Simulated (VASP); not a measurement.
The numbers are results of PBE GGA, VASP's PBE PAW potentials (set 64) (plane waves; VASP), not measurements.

A VASP calculation is set up with these files.

File KPOINTS:
```
Automatic mesh
0
Gamma
5 5 5
0 0 0
```

INCAR:
```
LWAVE = F
ISIF = 2   ! forces and stress, cell fixed
NELM = 100
LMAXMIX = 6   ! l cut-off of mixed one-centre charges
EDIFF = 1E-6   ! SCF stop (eV)
SIGMA = 0.05   ! width (eV)
SYSTEM = PtBr2
LASPH = T   ! aspherical one-centre terms
ISMEAR = 0
GGA = PE   ! PBE
ENCUT = 400   ! plane-wave cut-off (eV)
LREAL = F   ! projection in real space or not
ALGO = Normal   ! blocked Davidson
LCHARG = F
PREC = Accurate
```

POSCAR:
```
PtBr2
1.0
  0.0000000000   2.9779060000   2.9779060000
  2.9779060000   0.0000000000   2.9779060000
  2.9779060000   2.9779060000   0.0000000000
Pt Br
1 2
Cartesian
  0.0000000000   0.0000000000   0.0000000000
  1.4889530000   1.4889530000   1.4889530000
  4.4668590000   4.4668590000   4.4668590000
```

POTCAR, in this order: Pt Br (PBE.64 set). Program: vasp_std.

Output

**OUTCAR**
```
 ion  position               nearest neighbor table
   1  0.000  0.000  0.000-   3 2.58   3 2.58   3 2.58   2 2.58   3 2.58   2 2.58   2 2.58   2 2.58
  LATTYP: Found a face centered cubic cell.
 ALAT       =     5.9558120000
 Subroutine PRICEL returns:
 Original cell was already a primitive cell.
 Subroutine GETGRP returns: Found 48 space group operations
The static configuration has the point symmetry O_h .
The dynamic configuration has the point symmetry O_h .
 Subroutine INISYM returns: Found 48 space group operations
 Subroutine IBZKPT returns following result:
 Found     10 irreducible k-points:

 Following reciprocal coordinates:
            Coordinates               Weight
  0.000000  0.000000  0.000000      1.000000
  0.200000  0.000000  0.000000      8.000000
  0.400000  0.000000  0.000000      8.000000
  0.200000  0.200000  0.000000      6.000000
  0.400000  0.200000  0.000000     24.000000
 -0.400000  0.200000  0.000000     24.000000
 -0.200000  0.200000  0.000000     12.000000
  0.400000  0.400000  0.000000      6.000000
 -0.400000  0.400000  0.000000     12.000000
 -0.400000  0.400000  0.200000     24.000000
...
```

**OSZICAR**
```
       N       E                     dE             d eps       ncg     rms          rms(c)
DAV:   1     0.128079720388E+03    0.12808E+03   -0.10333E+04   328   0.109E+03
DAV:   2    -0.764871185299E+00   -0.12884E+03   -0.12716E+03   400   0.236E+02
DAV:   3    -0.601917764668E+01   -0.52543E+01   -0.52256E+01   392   0.507E+01
DAV:   4    -0.606185701086E+01   -0.42679E-01   -0.42624E-01   432   0.451E+00
DAV:   5    -0.606226056547E+01   -0.40355E-03   -0.40351E-03   424   0.423E-01    0.292E+01
DAV:   6    -0.588323895548E+01    0.17902E+00   -0.10670E+00   360   0.102E+01    0.175E+01
DAV:   7    -0.589641678820E+01   -0.13178E-01   -0.51224E-01   352   0.752E+00    0.591E+00
DAV:   8    -0.584130355786E+01    0.55113E-01   -0.13760E-01   360   0.404E+00    0.327E-01
DAV:   9    -0.584196804131E+01   -0.66448E-03   -0.66312E-03   424   0.564E-01    0.320E-01
DAV:  10    -0.584191162875E+01    0.56413E-04   -0.14222E-04   384   0.993E-02    0.159E-01
DAV:  11    -0.584192340534E+01   -0.11777E-04   -0.17473E-05   408   0.323E-02    0.834E-02
DAV:  12    -0.584192489418E+01   -0.14888E-05   -0.40941E-05   368   0.602E-02    0.802E-03
DAV:  13    -0.584192509513E+01   -0.20095E-06   -0.30689E-06   408   0.157E-02
   1 F= -.58419251E+01 E0= -.58347411E+01  d E =-.143679E-01
```

OUTCAR:
```
------------------------ aborting loop because EDIFF is reached ----------------------------------------
  FORCE on cell =-STRESS in cart. coord.  units (eV):
  Direction    XX          YY          ZZ          XY          YZ          ZX
  --------------------------------------------------------------------------------------
  Total       14.2557332     14.2557332     14.2557332     -0.0000000     -0.0000000      0.0000000
  in kB      432.4512838    432.4512838    432.4512838     -0.0000000     -0.0000000      0.0000000
  external PRESSURE =     432.4512838 kB  Pullay stress =       0.0000000 kB
  volume of cell :       52.82
      direct lattice vectors                 reciprocal lattice vectors
     0.000000000  2.977906000  2.977906000    -0.167903218  0.167903218  0.167903218
     2.977906000  0.000000000  2.977906000     0.167903218 -0.167903218  0.167903218
     2.977906000  2.977906000  0.000000000     0.167903218  0.167903218 -0.167903218
 POSITION                                       TOTAL-FORCE (eV/Angst)
 -----------------------------------------------------------------------------------
      0.00000      0.00000      0.00000        -0.000000     -0.000000      0.000000
      1.48895      1.48895      1.48895        -0.000000     -0.000000     -0.000000
      4.46686      4.46686      4.46686         0.000000      0.000000      0.000000
 -----------------------------------------------------------------------------------
    total drift:                               -0.000000     -0.000000      0.000000
  FREE ENERGIE OF THE ION-ELECTRON SYSTEM (eV)
  ---------------------------------------------------
  free  energy   TOTEN  =        -5.8419250951 eV

  energy  without entropy=       -5.8275571668  energy(sigma->0) =       -5.83474113
```
(Selected blocks of OUTCAR.)

The structure was generated: PtBr2 was put into the fluorite type (Fm-3m), which need not be its known phase. The cell was not relaxed at this level. The k-mesh is coarse (spacing up to 0.37 per Å, 2π included), so the numbers may not be converged in it.
